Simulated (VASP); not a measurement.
These are revPBE GGA, VASP's PBE PAW potentials (set 64) (plane waves; VASP) values and carry that method's errors.

VASP input:

**KPOINTS**
```
Automatic mesh
0
Gamma
15 15 15
0 0 0
```

INCAR:
```
# general
SYSTEM=Li
PREC  =Accurate
ENCUT =520
LREAL =.False.
LASPH =.True.

# electronic loop
EDIFF =1E-7
NELM  =100
ALGO  =Normal

# smearing
ISMEAR=1
SIGMA =0.1

# functional
GGA   =RE

# ions
ISIF  =2

# output
LWAVE =.False.
LCHARG=.False.
```

File POSCAR:
```
Li
1.0
 -1.7393285767   1.7393285767   1.7393285767
  1.7393285767  -1.7393285767   1.7393285767
  1.7393285767   1.7393285767  -1.7393285767
Li
1
Cart
  0.0000000000   0.0000000000   0.0000000000
```

POTCAR, in this order: Li_sv (PBE.64 set). Program: vasp_std.

Output

**OSZICAR**
```
       N       E                     dE             d eps       ncg     rms          rms(c)
DAV:   1     0.857120641407E+00    0.85712E+00   -0.67695E+02  1220   0.402E+02
DAV:   2    -0.167305930026E+01   -0.25302E+01   -0.24106E+01  1700   0.619E+01
DAV:   3    -0.180571310430E+01   -0.13265E+00   -0.12894E+00  1500   0.982E+00
DAV:   4    -0.180872339742E+01   -0.30103E-02   -0.30103E-02  1630   0.144E+00
DAV:   5    -0.180874142937E+01   -0.18032E-04   -0.18032E-04  1505   0.106E-01    0.204E-01
DAV:   6    -0.180777518181E+01    0.96625E-03   -0.17289E-04  1825   0.103E-01    0.122E-01
DAV:   7    -0.180736735406E+01    0.40783E-03   -0.48711E-04  1870   0.181E-01    0.222E-02
DAV:   8    -0.180736279624E+01    0.45578E-05   -0.24501E-06  1305   0.175E-02    0.951E-04
DAV:   9    -0.180736034418E+01    0.24521E-05   -0.93189E-08  1665   0.326E-03    0.300E-04
DAV:  10    -0.180735957041E+01    0.77377E-06   -0.35850E-09   740   0.765E-04    0.233E-04
DAV:  11    -0.180735941944E+01    0.15097E-06   -0.13087E-09   635   0.440E-04    0.517E-05
DAV:  12    -0.180735939208E+01    0.27367E-07   -0.24311E-10   635   0.210E-04
   1 F= -.18073594E+01 E0= -.18073357E+01  d E =-.710154E-04
```

### OUTCAR
```
------------------------ aborting loop because EDIFF is reached ----------------------------------------
  FORCE on cell =-STRESS in cart. coord.  units (eV):
  Direction    XX          YY          ZZ          XY          YZ          ZX
  --------------------------------------------------------------------------------------
  Total       -0.0021492     -0.0021492     -0.0021492      0.0000000     -0.0000000     -0.0000000
  in kB       -0.1636003     -0.1636003     -0.1636003      0.0000000     -0.0000000     -0.0000000
  external PRESSURE =      -0.1636003 kB  Pullay stress =       0.0000000 kB
  volume of cell :       21.05
      direct lattice vectors                 reciprocal lattice vectors
    -1.739328577  1.739328577  1.739328577     0.000000000  0.287467248  0.287467248
     1.739328577 -1.739328577  1.739328577     0.287467248  0.000000000  0.287467248
     1.739328577  1.739328577 -1.739328577     0.287467248  0.287467248  0.000000000
 POSITION                                       TOTAL-FORCE (eV/Angst)
 -----------------------------------------------------------------------------------
      0.00000      0.00000      0.00000         0.000000     -0.000000      0.000000
 -----------------------------------------------------------------------------------
    total drift:                               -0.000000      0.000000     -0.000000
  FREE ENERGIE OF THE ION-ELECTRON SYSTEM (eV)
  ---------------------------------------------------
  free  energy   TOTEN  =        -1.8073593921 eV

  energy  without entropy=       -1.8072883767  energy(sigma->0) =       -1.80733572
```
(Selected blocks of OUTCAR.)

OUTCAR:
```
 val. band max:        0.6433790406   @ k =   0.2000   0.2000   0.1333

 cond. band min:       0.6591191504   @ k =  -0.4000   0.4667   0.0667


 Fermi energy:         0.6457659728

 k-point     1 :       0.0000    0.0000    0.0000
  band No.  band energies     occupation
      1     -46.1531      2.00000
      2      -2.9360      2.00000
      3      15.0331      0.00000
      4      15.0331      0.00000
      5      15.0332      0.00000

 k-point     2 :       0.0667    0.0000    0.0000
  band No.  band energies     occupation
      1     -46.1525      2.00000
      2      -2.8530      2.00000
      3      14.4408      0.00000
      4      14.6025      0.00000
      5      14.8805      0.00000

 k-point     3 :       0.1333    0.0000    0.0000
  band No.  band energies     occupation
      1     -46.1506      2.00000
      2      -2.6025      2.00000
      3      12.7734      0.00000
      4      13.7270      0.00000
      5      14.4542      0.00000

 k-point     4 :       0.2000    0.0000    0.0000
  band No.  band energies     occupation
      1     -46.1476      2.00000
      2      -2.1849      2.00000
      3      10.6754      0.00000
      4      12.8299      0.00000
      5      13.8724      0.00000

 k-point     5 :       0.2667    0.0000    0.0000
  band No.  band energies     occupation
      1     -46.1442      2.00000
      2      -1.6027      2.00000
      3       8.5980      0.00000
      4      12.0575      0.00000
      5      13.2831      0.00000

 k-point     6 :       0.3333    0.0000    0.0000
  band No.  band energies     occupation
      1     -46.1411      2.00000
      2      -0.8679      2.00000
      3       6.6943      0.00000
      4      11.4588      0.00000
      5      12.7871      0.00000

 k-point     7 :       0.4000    0.0000    0.0000
  band No.  band energies     occupation
      1     -46.1385      2.00000
      2      -0.0258      2.00000
      3       5.0586      0.00000
...
```

The compound is Li in the bcc structure. It was relaxed first.
